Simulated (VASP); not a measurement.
An input for Ansatz (written as the equivalent of a VASP run, and not itself run):

Ansatz 0.2 input:
```yaml
crystal:
  lattice:
    - [3.5230000, 0.0000000, 0.0000000]
    - [0.0000000, 3.5230000, 0.0000000]
    - [0.0000000, 0.0000000, 3.5230000]
  atoms:
    - { symbol: Ti, position: [0.0000000, 0.0000000, 0.0000000] }
    - { symbol: Si, position: [0.5000000, 0.5000000, 0.5000000] }
kpoints:
  mp_grid: { grid: [9, 9, 9] }
hamiltonian:
  xc: r2scan
  pseudopotentials: { kind: paw }
scf:
  occupations: { method: methfessel_paxton, width: 0.1 }
  max_iter: 100
relax:
  max_steps: 60
  f_tol: 0.01
  cell: {}
output: { forces: true, stress: true, eigenvalues: true }
```

Q: Write the VASP files for the same calculation (r2SCAN).

A: One answer among several that fit: 
### INCAR
```
ALGO = Normal
EDIFF = 1E-6
EDIFFG = -0.01
ENCUT = 400
IBRION = 2
ISIF = 3
ISMEAR = 1
LASPH = .True.
LCHARG = .False.
LMAXMIX = 4
LMIXTAU = .True.
LREAL = .False.
LWAVE = .False.
METAGGA = R2SCAN
NELM = 100
NSW = 60
PREC = Accurate
SIGMA = 0.1
SYSTEM = TiSi
```

### POSCAR
```
TiSi
1
    3.5230000000     0.0000000000     0.0000000000
    0.0000000000     3.5230000000     0.0000000000
    0.0000000000     0.0000000000     3.5230000000
Ti Si
1 1
Direct
  0.0000000000   0.0000000000   0.0000000000
  0.5000000000   0.5000000000   0.5000000000
```

KPOINTS:
```
Regular mesh
0
G
  9 9 9
```

POTCAR, in this order: Ti_sv Si (PBE.64 set). Program: vasp_std.

Limits of the translation: each code has its own PAW files, so the cut-off isn't converted (ENCUT is set for VASP's; basis.ecutwfc is left out, and Ansatz then takes the one that its files recommend); Ansatz stops its SCF on the density residual and VASP on the energy change (EDIFF).

The structure was generated: TiSi was put into the CsCl type type (Pm-3m), which need not be its known phase. This run relaxes it. Symmetry was kept, so distortions that lower it aren't found.
